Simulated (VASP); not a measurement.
# Li3Nd (Fm-3m) in VASP: reference runs

How does Li3Nd come out in PBE? The cell is run as given and disturbed.

Everything below comes from runs of VASP 6.6.1. Logs are shortened: lines on timing, memory, paths and dates and some standing lists are left out, and cuts for length are marked.

## (1) Starting point

The structure is cubic, space group Fm-3m (No. 225). Conventional cell: a = 7.334 Å, b = 7.334 Å, c = 7.334 Å, α = 90.00°, β = 90.00°, γ = 90.00°. Around Nd (site symmetry m-3m) lie 8 Li at 3.18 Å. Around Li (site symmetry m-3m) lie 8 Li at 3.18 Å. Li (site symmetry -43m) is surrounded by 4 Nd at 3.18 Å and 4 Li at 3.18 Å.

The cell comes from a database or a generator and needn't be the stable form of this composition.

## (2) Single point, PBE, collinear spin, ferromagnetic start

INCAR

```
  PREC = Accurate
  ENCUT = 520
  EDIFF = 1E-7
  ISMEAR = -1
  SIGMA = 0.05
  LREAL = F
  LASPH = T
  NELM = 150
  ALGO = Normal
  ISIF = 2
  LWAVE = F
  LCHARG = F
  ISPIN = 2
  MAGMOM = 3 0 0 0
  LORBIT = 11
  LMAXMIX = 6
  GGA = PE
  NBANDS = 24
```

KPOINTS

```
regular mesh
0
Gamma
  6 6 6
```

POSCAR

```
Li3Nd
1.0
    0.0000000000      3.6669570000      3.6669570000
    3.6669570000      0.0000000000      3.6669570000
    3.6669570000      3.6669570000      0.0000000000
Nd Li
1 3
Direct
    0.0000000000      0.0000000000      0.0000000000
    0.5000000000      0.5000000000      0.5000000000
    0.7500000000      0.7500000000      0.7500000000
    0.2500000000      0.2500000000      0.2500000000
```

Potentials or basis: VASP PAW PBE potentials, release 64 (Nd, Li_sv).

Run with:

```sh
> cat potpaw_PBE.64/Nd/POTCAR potpaw_PBE.64/Li_sv/POTCAR > POTCAR
> mpirun -np 1 vasp_std > vasp.out
```

OUTCAR:

```text
PREC = Accurate
   ENCUT = 520
   EDIFF = 1E-7
   ISMEAR = -1
   LREAL = F
   LASPH = T
   NELM = 150
   ISIF = 2
   ISPIN = 2
   LORBIT = 11
   GGA = PE

 ion  position               nearest neighbor table
   1  0.000  0.000  0.000-
   2  0.500  0.500  0.500-
   3  0.750  0.750  0.750-
   4  0.250  0.250  0.250-

  LATTYP: Found a face centered cubic cell.
 ALAT       =     7.3339140000

  Lattice vectors:

 A1 = (   0.0000000000,   3.6669570000,   3.6669570000)
 A2 = (   3.6669570000,   0.0000000000,   3.6669570000)
 A3 = (   3.6669570000,   3.6669570000,   0.0000000000)

Analysis of symmetry for initial positions (statically):
=====================================================================
 Subroutine PRICEL returns:
 Original cell was already a primitive cell.

 Routine SETGRP: Setting up the symmetry group for a
 face centered cubic supercell.

 Subroutine GETGRP returns: Found 48 space group operations
 (whereof 48 operations were pure point group operations)
 out of a pool of 48 trial point group operations.

The static configuration has the point symmetry O_h .

Analysis of symmetry for dynamics (positions and initial velocities):
=====================================================================
 Subroutine PRICEL returns:
 Original cell was already a primitive cell.

 Routine SETGRP: Setting up the symmetry group for a
 face centered cubic supercell.

 Subroutine GETGRP returns: Found 48 space group operations
 (whereof 48 operations were pure point group operations)
 out of a pool of 48 trial point group operations.

The dynamic configuration has the point symmetry O_h .

Analysis of structural, dynamic, and magnetic symmetry:
=====================================================================
 Subroutine PRICEL returns:
 Original cell was already a primitive cell.

 Routine SETGRP: Setting up the symmetry group for a
 face centered cubic supercell.

 Subroutine GETGRP returns: Found 48 space group operations
 (whereof 48 operations were pure point group operations)
 out of a pool of 48 trial point group operations.

The overall configuration has the point symmetry O_h .

 Subroutine INISYM returns: Found 48 space group operations
 (whereof 48 operations are pure point group operations),
 and found     1 'primitive' translations

----------------------------------------------------------------------------------------

                                     Primitive cell

  volume of cell :      98.6160

  direct lattice vectors                    reciprocal lattice vectors
     0.000000000  3.666957000  3.666957000    -0.136352840  0.136352840  0.136352840
     3.666957000  0.000000000  3.666957000     0.136352840 -0.136352840  0.136352840
     3.666957000  3.666957000  0.000000000     0.136352840  0.136352840 -0.136352840

  length of vectors
     5.185860322  5.185860322  5.185860322     0.236170046  0.236170046  0.236170046

  position of ions in fractional coordinates (direct lattice)
     0.000000000  0.000000000  0.000000000
     0.500000000  0.500000000  0.500000000
     0.750000000  0.750000000  0.750000000
     0.250000000  0.250000000  0.250000000

  ion indices of the primitive-cell ions
   primitive index   ion index
                 1           1
                 2           2
                 3           3
                 4           4

----------------------------------------------------------------------------------------

 KPOINTS: regular mesh

Automatic generation of k-mesh.
 Grid dimensions read from file:
 generate k-points for:    6    6    6

 Generating k-lattice:

  Cartesian coordinates                     Fractional coordinates (reciprocal lattice)
    -0.022725473  0.022725473  0.022725473     0.166666667  0.000000000  0.000000000
     0.022725473 -0.022725473  0.022725473     0.000000000  0.166666667  0.000000000
     0.022725473  0.022725473 -0.022725473     0.000000000  0.000000000  0.166666667

  Length of vectors
     0.039361674  0.039361674  0.039361674

  Shift w.r.t. Gamma in fractional coordinates (k-lattice)
     0.000000000  0.000000000  0.000000000

 Subroutine IBZKPT returns following result:
 ===========================================

 Found     16 irreducible k-points:

 Following reciprocal coordinates:
            Coordinates               Weight
  0.000000  0.000000  0.000000      1.000000
  0.166667  0.000000  0.000000      8.000000
  0.333333  0.000000  0.000000      8.000000
  0.500000  0.000000  0.000000      4.000000
  0.166667  0.166667  0.000000      6.000000
  0.333333  0.166667  0.000000     24.000000
[... 8 lines left out ...]
 -0.333333  0.333333  0.166667     24.000000
 -0.333333  0.500000  0.166667     12.000000
   k-points           NKPTS =     16   k-points in BZ     NKDIM =     16   number of bands    NBANDS=     24
   number of dos      NEDOS =    301   number of ions     NIONS =      4
   total plane-waves  NPLWV =  64000
   dimension x,y,z NGX =    40 NGY =   40 NGZ =   40
   dimension x,y,z NGXF=    80 NGYF=   80 NGZF=   80
   ions per type =               1   3
   NGX,Y,Z   is equivalent  to a cutoff of  12.82, 12.82, 12.82 a.u.
   NGXF,Y,Z  is equivalent  to a cutoff of  25.65, 25.65, 25.65 a.u.
 SYSTEM =  unknown system
   PREC   = accura    normal or accurate (medium, high low for compatibility)
   ISTART =      0    job   : 0-new  1-cont  2-samecut
   ICHARG =      2    charge: 1-file 2-atom 10-const
   ISPIN  =      2    spin polarized calculation?
   LNONCOLLINEAR =      F non collinear calculations
   LSORBIT =      F    spin-orbit coupling
   LASPH  =      T    aspherical Exc in radial PAW
   ENCUT  =  520.0 eV  38.22 Ry    6.18 a.u.   9.64  9.64  9.64*2*pi/ulx,y,z
   NELM   =    150;   NELMIN=  2; NELMDL= -5     # of ELM steps
   EDIFF  = 0.1E-06   stopping-criterion for ELM
   LREAL  =      F    real-space projection
   EDIFFG = 0.1E-05   stopping-criterion for IOM
   NSW    =      0    number of steps for IOM
   IBRION =     -1    ionic relax: 0-MD 1-quasi-New 2-CG
   NFREE  =      0    steps in history (QN), initial steepest desc. (CG)
   ISIF   =      2    stress and relaxation
   ISYM   =      2    0-nonsym 1-usesym 2-fastsym
   POTIM  = 0.5000    time-step for ionic-motion
   TEBEG  =    0.0;   TEEND  =   0.0 temperature during run
   PSTRESS=    0.0 pullay stress
   NELECT =      23.0000    total number of electrons
   NUPDOWN=      -1.0000    fix difference up-down
   EMIN   =  10.00;   EMAX   =-10.00  energy-range for DOS
   EFERMI =   0.00;   METHOD = LEGACY
   ISMEAR =    -1;   SIGMA  =   0.05  broadening in eV -4-tet -1-fermi 0-gaus
   EFERMI_NEDOS =   21; number of points for ismear=-14 and -15
   IALGO  =     38    algorithm
   IMIX   =      4    mixing-type and parameters
     AMIX     =   0.40;   BMIX     =  1.00
     AMIX_MAG =   1.60;   BMIX_MAG =  1.00
  volume/ion in A,a.u.               =      24.65       166.37
  Fermi-wavevector in a.u.,A,eV,Ry     =   1.007709  1.904293 13.816398  1.015477
  Thomas-Fermi vector in A             =   2.140530
   LORBIT       =     11    0 simple, 1 ext, 2 COOP (PROOUT), +10 PAW based schemes
   GGA     = PE    functional components
   LHFCALC =     F    Hartree Fock is set to
   AEXX    =    0.0000 exact exchange contribution
   IVDW    =     0    specifies the selected vdW correction
   LEPSILON=     F    determine dielectric tensor
   LRPA    =     F    only Hartree local field effects (RPA)
 spin polarized calculation
  energy-cutoff  :      520.00
  volume of cell :       98.62
 maximum number of plane-waves:      2685
 NGX is ok and might be reduce to    40
   NGX = 19   NGY = 19   NGZ = 19

 number of electron      23.0000006 magnetization       4.6049313

 Free energy of the ion-electron system (eV)
  ---------------------------------------------------
  ext. energy  EPLUGINS =         0.00000000
  ---------------------------------------------------
  free energy    TOTEN  =       -11.44787461 eV

  energy without entropy =      -11.34831993  energy(sigma->0) =      -11.39809727

 E-fermi :   1.8945     XC(G=0):  -7.9833

 val. band max:        1.8906838140   @ k =   0.5000   0.3333   0.0000
 cond. band min:       1.8988838267   @ k =   0.5000   0.1667   0.0000
 fundamental gap:      0.0082000126
 Fermi energy:         1.8944956278

 spin component 1

 k-point     1 :       0.0000    0.0000    0.0000
  band No.  band energies     occupation
      1     -44.3966      1.00000
      2     -44.3942      1.00000
      3     -44.0437      1.00000
      4     -35.7712      1.00000
      5     -17.0225      1.00000
      6     -17.0225      1.00000
[... 389 lines left out ...]
      6     -17.0421      1.00000
[... 15 lines left out ...]
     22       3.9672      0.00000
     23       5.1437      0.00000
 Fermi energy:         1.8944956278

 spin component 2

 k-point     1 :       0.0000    0.0000    0.0000
  band No.  band energies     occupation
      1     -44.3505      1.00000
      2     -44.3482      1.00000
      3     -44.0357      1.00000
      4     -34.0944      1.00000
      5     -15.7052      1.00000
      6     -15.7052      1.00000
[... 389 lines left out ...]
      6     -15.7281      1.00000
[... 15 lines left out ...]
     22       4.8045      0.00000
     23       5.8400      0.00000
 [bands above 23 left out]

------------------------ aborting loop because EDIFF is reached ----------------------------------------

  FORCE on cell =-STRESS in cart. coord.  units (eV):
  Direction    XX          YY          ZZ          XY          YZ          ZX
  --------------------------------------------------------------------------------------
  -------------------------------------------------------------------------------------
  Total        0.7693874      0.7693874      0.7693874     -0.0000000     -0.0000000     -0.0000000
  in kB       12.4999486     12.4999486     12.4999486     -0.0000000     -0.0000000     -0.0000000
  external PRESSURE =      12.4999486 kB  Pullay stress =       0.0000000 kB

 VOLUME and BASIS-vectors are now :
 -----------------------------------------------------------------------------
  energy-cutoff  :      520.00
  volume of cell :       98.62
      direct lattice vectors                 reciprocal lattice vectors
     0.000000000  3.666957000  3.666957000    -0.136352840  0.136352840  0.136352840
     3.666957000  0.000000000  3.666957000     0.136352840 -0.136352840  0.136352840
     3.666957000  3.666957000  0.000000000     0.136352840  0.136352840 -0.136352840

 POSITION                                       TOTAL-FORCE (eV/Angst)
 -----------------------------------------------------------------------------------
      0.00000      0.00000      0.00000        -0.000000     -0.000000     -0.000000
      3.66696      3.66696      3.66696        -0.000000     -0.000000     -0.000000
      5.50044      5.50044      5.50044        -0.000000     -0.000000     -0.000000
      1.83348      1.83348      1.83348         0.000000      0.000000      0.000000
 -----------------------------------------------------------------------------------
    total drift:                               -0.000000      0.000000      0.000000

  FREE ENERGIE OF THE ION-ELECTRON SYSTEM (eV)
  ---------------------------------------------------
  free  energy   TOTEN  =       -11.4478746087 eV

  energy  without entropy=      -11.3483199287  energy(sigma->0) =      -11.39809727

 total charge

# of ion       s       p       d       f       tot
--------------------------------------------------
    1        2.007   5.435   0.427   3.329  11.199
    2        2.034   0.041   0.000   0.000   2.075
    3        2.045   0.046   0.000   0.000   2.091
    4        2.045   0.046   0.000   0.000   2.091
--------------------------------------------------
tot          8.130   5.569   0.427   3.329  17.456

 magnetization (x)

# of ion       s       p       d       f       tot
--------------------------------------------------
    1       -0.010  -0.112   0.216   3.321   3.415
    2       -0.002   0.008   0.000   0.000   0.006
    3        0.007   0.013   0.000   0.000   0.020
    4        0.007   0.013   0.000   0.000   0.020
--------------------------------------------------
tot          0.003  -0.078   0.216   3.321   3.462
```

Run time: 3.9 min. Hardware: 1 thread of Intel Xeon Platinum 8375C at 2.90GHz (Ice Lake), shared host; peak memory 0.32 GiB.

Results:

```yaml
Free_energy: -11.4479 eV
Band_gap_on_the_k_mesh: none (metal or under the smearing width)
Net_moment: 4.60 μB per cell
Site_moments: Nd +3.42; Li +0.01, +0.02 μB
Valence_electrons_inside_the_program's_atomic_spheres: Nd 11.20; Li 2.08, 2.09
```

Levels at points of the mesh, in eV from the Fermi level:
Spin up:
| k point | band 11 | band 12 | band 13 | band 14 | band 15 | band 16 |
| --- | --- | --- | --- | --- | --- | --- |
| (0.00, 0.00, 0.00) | -0.61 | -0.15 | -0.15 | -0.15 | 0.03 | 0.03 |
| (0.50, 0.00, 0.00) | -0.67 | -0.61 | -0.19 | -0.19 | 0.06 | 0.10 |
| (0.50, 0.50, 0.00) | -0.72 | -0.66 | -0.41 | 0.10 | 0.10 | 0.13 |
Spin down:
```csv
k point,band 7,band 8,band 9,band 10,band 11,band 12
"(0.00, 0.00, 0.00)",-17.60,-3.27,0.52,0.52,0.52,1.75
"(0.50, 0.00, 0.00)",-17.61,-1.77,-0.95,0.36,0.36,1.77
"(0.50, 0.50, 0.00)",-17.62,-1.50,-0.27,0.23,0.96,0.96
```

Caveat: the cutoff is under 1.25 times the usual one of these potentials, so pressure, stress and relaxed cells hold a basis-set (Pulay) error; the magnetic or orbital state may not be the lowest; spin-orbit coupling is left out, which moves the levels of the heavy elements; without U or exact exchange the open f shell lies at the Fermi level, which spoils levels, moments and volumes.

[end of part 1 of 2]
